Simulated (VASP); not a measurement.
Crystal: CoSi.

```xyz
8
Lattice="4.4380 0.0000 0.0000 0.0000 4.4380 0.0000 0.0000 0.0000 4.4380" Properties=species:S:1:pos:R:3 pbc="T T T"
Co    0.6213    0.6213    0.6213
Co    1.5977    3.8167    2.8403
Co    2.8403    1.5977    3.8167
Co    3.8167    2.8403    1.5977
Si    3.7412    3.7412    3.7412
Si    2.9158    0.6968    1.5222
Si    1.5222    2.9158    0.6968
Si    0.6968    1.5222    2.9158
```

```yaml
Program: VASP 6.6.1
Task: relaxation of cell and atoms
Functional: PBE
Potentials_or_basis: VASP PAW PBE potentials, release 64 (Co, Si)
Cutoff: 600 eV
k_mesh: 8 × 8 × 8
Occupations: gaussian, width 0.1 eV
Spin: no spin polarisation
```

At the start: pressure -0.4 GPa; volume 10.93 Å³/atom.

Problem. How do energy, volume and symmetry change on relaxing?

Solution. Over 7 steps the energy falls by 2.8 meV/atom and the volume is 10.86 Å³/atom (-0.6 %); space group P2_13 (No. 198, to 0.05 Å).

Step by step:
```tsv
step	energy change (eV)	largest force (eV/Å)	pressure (GPa)	volume (Å³)
1	0.0000	0.2714	-0.41	87.41
2	-0.0123	0.1871	0.19	87.06
3	-0.0192	0.0794	1.14	86.56
4	-0.0181	0.0603	-1.66	87.55
5	-0.0217	0.0540	-0.15	87.00
6	-0.0222	0.0120	-0.01	86.93
7	-0.0222	0.0027	0.02	86.91
```

Final structure:
```yaml
crystal:
  lattice:
    - [4.42953, 0.00000, 0.00000]
    - [0.00000, 4.42953, 0.00000]
    - [0.00000, 0.00000, 4.42953]
  atoms:
    - { symbol: Co, position: [0.14511, 0.14511, 0.14511] }
    - { symbol: Co, position: [0.35489, 0.85489, 0.64511] }
    - { symbol: Co, position: [0.64511, 0.35489, 0.85489] }
    - { symbol: Co, position: [0.85489, 0.64511, 0.35489] }
    - { symbol: Si, position: [0.84318, 0.84318, 0.84318] }
    - { symbol: Si, position: [0.65682, 0.15682, 0.34318] }
    - { symbol: Si, position: [0.34318, 0.65682, 0.15682] }
    - { symbol: Si, position: [0.15682, 0.34318, 0.65682] }
```
